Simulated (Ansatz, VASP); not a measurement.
# C (Diamond): VASP beside Ansatz

One calculation is typed for both programs; each brings its own data sets. How far apart do they land? The cell is taken from a series of runs on this material, whose earlier steps may have relaxed, scaled, displaced or heated it; both programs get it as it stands.

Method: plane waves, with VASP 6.6.1 beside it; dielectric response at LDA, in Ansatz 0.2.0.

### 1. The starting structure

Symmetry: Fd-3m, No. 227, cubic system. The conventional cell has a = 3.567 Å, b = 3.567 Å, c = 3.567 Å, α = 90.00°, β = 90.00°, γ = 90.00°. Nearest to C lie 4 C at 1.54 Å.

### 2. Ansatz: dielectric response, LDA

Ansatz runs on its default PAW (the set named soft_2) files.

The response to a field tests empty states and converges slowly with the mesh.

input.yaml reads:

```yaml
crystal:
  lattice:
    - [0.0, 1.78337, 1.78337]
    - [1.78337, 0.0, 1.78337]
    - [1.78337, 1.78337, 0.0]
  atoms:
    - { symbol: C, position: [0.0, 0.0, 0.0] }
    - { symbol: C, position: [0.25, 0.25, 0.25] }
kpoints:
  mp_grid: { grid: [10, 10, 10] }
hamiltonian:
  xc: lda
scf:
  occupations: { method: fixed }
dielectric: {}
```

On the command line:

```
> ansatz run input.yaml --threads 1 --pin off --max-ram 1382MiB --backend cpu --events-out ev --progress --plain --runs-dir out
```

Numbers of over 12 decimals in the logs are rounded to 6 here.

The log of the run:

```text
Engine: ansatz 0.2.0, aarch64-unknown-linux-gnu
Pseudopotentials: kind: paw
Pseudopotential: C, paw, valence charge 4, recommended cutoff 420 eV (normal), C.paw.azcp
Functional definition: SPW92
  exchange = slater_x
  correlation = pw_c
Crystal: 2 atoms, lattice volume = 11.344 Å³
Basis set: ecut = 420 eV, 229 PW (Γ), exchange–correlation on 40×40×40 points (8 copies of the dense FFT grid, shifted against one another)
Bands: 8, of which v1, the nominal top of the filled ones, is band 4 counted from 1 (3 counted from 0)
Symmetry: 48 space group operations
k-points: 102 of 1000 (irreducible under 8 space group operations, time reversal used)
Non-local potential: C, projectors of the file, l = 0: 2, l = 1: 2, l = 2: 1
PAW form: soft (Blöchl's): semilocal exchange-correlation on the pseudo side does not see the compensation charge
PAW frozen core: C, regenerated for the run's functional, and the local potential with it (the file was generated under x = pbe(κ = 0.804, μ = 0.219515), c = pbe(β = 0.066725))
PAW one-centre angular grid: C, 110 points (default); XC on 64 Gauss nodes
Initial density: superposition of atomic densities (neutral atoms: chi_scale 0, normalization atom), corrected by the library's trained network
Initial wavefunctions: pseudopotential atomic-orbital guess
Functional: x = slater, c = lda
SCF iter   1: F=—  HF=-485.971839 eV  |F-HF|=—  |Δ(HF+E_count)|=         —  Δρ=7.11e-3  dr2=1.98e-3  ethr=1.77e-3  ⟨swp⟩=3.9  Hψ=4856  notcnv=0  defer=160
preconditioner: auto → none  [insulator: Δε(μ)=4.136 eV  Ē_g=19.480 eV  n_scr=0 (ndim 8)  ℏωp=31.2 eV  f_vac=0.000  ε∞_Penn≈3.6]
SCF iter   2: F=—  HF=-485.971314 eV  |F-HF|=—  |Δ(HF+E_count)|=   5.26e-4  Δρ=3.36e-3  dr2=4.37e-4  ethr=2.47e-5  ⟨swp⟩=1.4  Hψ=1674  notcnv=0  defer=168
SCF iter   3: F=—  HF=-485.971191 eV  |F-HF|=—  |Δ(HF+E_count)|=   1.22e-4  Δρ=7.71e-5  dr2=5.50e-7  ethr=5.46e-6  ⟨swp⟩=2.0  Hψ=1001  notcnv=0  defer=197
SCF iter   4: F=—  HF=-485.971192 eV  |F-HF|=—  |Δ(HF+E_count)|=   3.31e-7  Δρ=2.84e-5  dr2=4.23e-8  ethr=6.88e-9  ⟨swp⟩=2.7  Hψ=1195  notcnv=0
SCF iter   5: F=—  HF=-485.971192 eV  |F-HF|=—  |Δ(HF+E_count)|=   3.63e-9  Δρ=3.25e-6  dr2=9.22e-10  ethr=5.29e-10  ⟨swp⟩=2.3  Hψ=1235  notcnv=0
SCF iter   6: F=-485.971192 eV  HF=-485.971192 eV  |F-HF|=6.82e-13  |Δ(HF+E_count)|=  4.13e-10  Δρ=4.12e-7  dr2=4.03e-12  ethr=1.25e-12  ⟨swp⟩=4.3  Hψ=3045  notcnv=0
SCF 1 converged in 6 iterations: F = -485.971192 eV  dr2 = 4.03e-12
  greatest PAW one-centre occupation: 0.636 electrons in one spin orbital (limit 2), on the C atom at site 1 (counted from 0), in its partial waves of l = 0
NSCF: frozen V_eff on 2 k-points
DFPT response loops at Γ: preconditioner auto → none (the input reference at scf.mixing.eps_inf says where Resta's filter doesn't serve); β = 0.50; Broyden in place of MSR1
── the response to a field inside a basis, on 10×10×10 k-points: an SCF that follows is theirs, and a resumed run solves both again ──
Bands: 5, of which v1, the nominal top of the filled ones, is band 4 counted from 1 (3 counted from 0)
k-points: 110 of 1000 (irreducible under 12 space group operations)
Initial density: handed on by an earlier stage of this run
Initial wavefunctions: pseudopotential atomic-orbital guess (no wavefunctions were taken with the density)
Eigensolver: Dense (110 Hₖ)
SCF iter   1: F=—  HF=-485.977695 eV  |F-HF|=—  |Δ(HF+E_count)|=         —  Δρ=1.01e-3  dr2=1.64e-5  ethr=1.00e-1
preconditioner: auto → none  [insulator: Δε(μ)=4.422 eV  Ē_g=15.857 eV  n_scr=0 (ndim 8)  ℏωp=31.2 eV  f_vac=0.000  ε∞_Penn≈4.9]
SCF iter   2: F=—  HF=-485.977697 eV  |F-HF|=—  |Δ(HF+E_count)|=   2.84e-6  Δρ=4.94e-4  dr2=3.58e-6  ethr=2.05e-7
SCF iter   3: F=-485.977699 eV  HF=-485.977699 eV  |F-HF|=6.96e-9  |Δ(HF+E_count)|=   1.53e-6  Δρ=2.59e-5  dr2=9.89e-9  ethr=4.47e-8
SCF 1 converged in 3 iterations: F = -485.977699 eV  dr2 = 9.89e-9
DFPT response loops at Γ: mixed as the last ones told, above
SCF converged after 6 iterations
Free energy (F): -485.971192 eV
Harris-Foulkes:  -485.971192 eV  (|F-HF|=6.82e-13)
Internal energy: -485.971192 eV  (E = F + TS)
E sigma→0 (E₀):  -485.971192 eV
Fermi energy:    13.062121 eV
--- Per-component energies (eV) ---
  E_band       = 33.223718
  E_kinetic    = 184.435177
  E_local      = -124.332918  (includes V_loc(G=0)·N_el)
  E_nonlocal   = 55.373309
  E_hartree    = 26.558192
  E_xc         = -96.666636
  E_vxc        = -120.325236  (∫ρ·V_xc dr)
  E_paw        = -183.502637  (= ΣΔE_a)
  E_vpaw       = -15.043014  (= ΣTr[D̂ρ^β])
  E_aug_tail   = 0.000021  (compensation charges beyond the density's cutoff)
  E_ewald      = -347.961363
  E_core_change = 0.125665  (= ΣΔE_core)
  E_smearing   = -0.000000  (= −TS)
  E_closure    = -0.000000  (closes the sum)
  Σ components = -485.971192   (vs F -485.971192, Δ=0.00e0)
--- Band table (eV; the first three rows and the last of 102) ---
  k-point 0: bands = ["-8.2653", "13.0621", "13.0621", "13.0621", "18.6015", "18.6015", "18.6015", "26.5596"]
  k-point 1: bands = ["-7.9888", "11.4019", "12.6157", "12.6157", "19.1851", "19.1851", "19.5522", "26.7515"]
  k-point 2: bands = ["-7.1642", "8.2225", "11.7385", "11.7385", "20.3063", "20.3063", "20.8031", "27.2810"]
  k-point 101: bands = ["1.1674", "1.1674", "4.9049", "4.9049", "22.3310", "22.3310", "26.4746", "26.4746"]
--- Dielectric response (ions clamped): 3 representative field directions + reference, inside a basis on a mesh of 1000 k-points (Σ response iterations 12) ---
  ε∞ (high-frequency dielectric tensor):
        5.808336    -0.000000    -0.000000
       -0.000000     5.808336    -0.000000
       -0.000000    -0.000000     5.808336
  Born effective charges Z* (e; rows j = field, columns β = displacement):
    site 0:
         0.00000   -0.00000    0.00000
         0.00000    0.00000    0.00000
         0.00000   -0.00000    0.00000
    site 1:
        -0.00000    0.00000   -0.00000
        -0.00000   -0.00000   -0.00000
        -0.00000    0.00000   -0.00000
  Z* charge neutrality: 5.882e-4 e pre-enforcement
  solved inside a basis spanned on kpoints, on 10×10×10 k-points, its susceptibility summed on 14×14×14: ε∞ is read to err by 1.6e-2, Z* by 4.4e-3 e (field_mesh: kpoints solves on kpoints)
```

[end of part 1 of 2]

[Lines on the potential files, build, host, timing and source positions are cut from VASP's logs without a mark.]

[Logs are printed without paths, hosts, clocks, repeated set-up lines and the standing remarks that a program may print on its own settings, such as how far it seeks lower states.]

[Hosts, paths, dates, database ids (printed as entryN), source tags and the programs' standing remarks are cut or masked in the printed files.]
